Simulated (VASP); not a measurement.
Consider the following.

```yaml
crystal:
  lattice:
    - [0.10548, 3.99610, 3.58168]
    - [3.99610, 0.10548, 3.58168]
    - [2.05079, 2.05079, 0.00000]
  atoms:
    - { symbol: Pd, position: [0.00000, 0.00000, 0.00000] }
    - { symbol: Pd, position: [0.00000, 0.50000, 0.00000] }
    - { symbol: Pd, position: [0.50000, 0.00000, 0.00000] }
    - { symbol: Al, position: [0.50000, 0.50000, 0.00000] }
```

These are PBEsol GGA, VASP's PBE PAW potentials (set 64) (plane waves; VASP) values and carry that method's errors. Settings: 400 eV cut-off, 6×6×12 Γ-centred mesh, first-order Methfessel-Paxton smearing of 0.10 eV, potentials Pd Al.

**Question.** What does the run give for the energy per atom (σ→0), band gap (on the k-mesh) with the smallest direct gap where there is one?

**Answer.** 
```
Item                                                        Result
------------------------  ----------------------------------------
band gap (on the k-mesh)  none (metal, semimetal or under 0.01 eV)
energy per atom (σ→0)                               -6.073 eV/atom
```

The structure was generated: AlPd3 was put into an ordered model structure (Cmmm), which need not be its known phase. It was relaxed first, which changed the volume by -6 %. The start is the result of an earlier pass. The electron count is odd and the run is not spin-polarised, which forces a metal.
